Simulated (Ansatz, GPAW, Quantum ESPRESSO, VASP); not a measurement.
# Fitting the PBE energy curve of CuTl3

```
CELL_PARAMETERS angstrom
4.71700 0.00000 0.00000
0.00000 4.71700 0.00000
0.00000 0.00000 4.71700
ATOMIC_POSITIONS crystal
Tl 0.50000 0.50000 0.00000
Tl 0.50000 0.00000 0.50000
Tl 0.00000 0.50000 0.50000
Cu 0.00000 0.00000 0.00000
```

The cell comes from a database or a generator and needn't be the stable form of this composition.

The cell was scaled at fixed shape and fractions and run with Ansatz, Ansatz PAW, cutoff 420 eV; PBE, k mesh 6 × 6 × 6 on the cell of 4 atoms, fermi-dirac occupations of 0.05 eV, no spin polarisation, no spin-orbit coupling. Energies are those that the program minimises, any entropy of the smearing included. For a metal such a mesh isn't converged to the digits shown.

```csv
V (Å³/atom),energy over the lowest row (meV/atom)
24.6641,11.259
25.1888,4.881
25.7136,1.219
26.2384,0.000
26.7632,0.924
27.2879,?
27.8127,8.287
```

Fit the third-order Birch-Murnaghan form, give V0, B0 and B′, and predict the energy left open.

With y = (V0/V)^(2/3), E = E0 + (9 V0 B0/16) [(y - 1)³ B′ + (y - 1)² (6 - 4y)]. Least squares through the rows shown give V0 = 26.2648 Å³/atom, E0 = -0.005 meV, B0 = 32.64 GPa (1 eV/Å³ = 160.218 GPa) and B′ = 4.98, with a largest miss of 0.005 meV. At V = 27.2879 the form with these constants gives 3.757 meV; the run gave 3.777 meV an atom. Other set-ups at this level, from all their volumes (Å³/atom, GPa): GPAW, GPAW PAW data sets (gpaw-data 1.2.1): V0 26.023, B0 32.99; Quantum ESPRESSO, SSSP 1.3 efficiency PBE: V0 26.250, B0 32.62; VASP, PBE PAW files Cu, Tl_d, 520 eV: V0 26.305, B0 32.46.
